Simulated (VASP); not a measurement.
```
CELL_PARAMETERS angstrom
      0.00000     3.23371     3.23371
      3.23371     0.00000     3.23371
      3.23371     3.23371     0.00000
ATOMIC_POSITIONS crystal
  Cd 0.00000 0.00000 0.00000
  Te 0.25000 0.25000 0.25000
```

Calculation: SCAN meta-GGA, VASP's PBE PAW potentials (set 64) (plane waves; VASP). Run with 520 eV cut-off, 7×7×7 Γ-centred mesh, Gaussian smearing of 0.050 eV, potentials Cd Te.

Problem. Give the stress tensor in GPa (positive for a compressed cell).

Solution. 
```
1.30  0.00  0.00
0.00  1.30  0.00
0.00  0.00  1.30
```
The pressure is its mean diagonal, 1.30 GPa.

The compound is CdTe in the zinc blende structure. This cell is one point of a volume scan, at 0.97 of the reference volume.
